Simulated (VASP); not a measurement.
**WC (relaxed from the zinc blende structure, space group F-43m): computed properties**

Method: r2SCAN meta-GGA, VASP's PBE PAW potentials (set 64) (plane waves; VASP 6.6.1).

```
Item                                                                   Value
----------------------------------  ----------------------------------------
space group                                                      F-43m (216)
cell                                 a = b = c = 4.685 Å, α = β = γ = 90.00°
volume per atom                                                12.85 Å³/atom
band gap (over mesh and band path)  none (metal, semimetal or under 0.01 eV)
density                                                          12.65 g/cm³
```

```cif
data_C4W4
_chemical_formula_sum 'W4 C4'
_space_group_name_H-M_alt 'F-43m'
_space_group_IT_number 216
_space_group_name_Hall 'F -4 2 3'
_cell_length_a 4.68494
_cell_length_b 4.68494
_cell_length_c 4.68494
_cell_angle_alpha 90.000
_cell_angle_beta 90.000
_cell_angle_gamma 90.000
loop_
_atom_site_label
_atom_site_type_symbol
_atom_site_symmetry_multiplicity
_atom_site_Wyckoff_symbol
_atom_site_fract_x
_atom_site_fract_y
_atom_site_fract_z
_atom_site_occupancy
W1 W 4 a 0.00000 0.00000 0.00000 1
C1 C 4 d 0.75000 0.75000 0.75000 1
```
(The calculation used a cell of 2 atoms; values per cell refer to that cell.)

Unless said otherwise, spin-orbit coupling is left out, though it shifts the bands of the heavy elements here.

The structure was generated: WC was put into the zinc blende type (F-43m), which need not be its known phase. It was relaxed first, which changed the volume by -38 %. Symmetry was kept, so distortions that lower it aren't found.
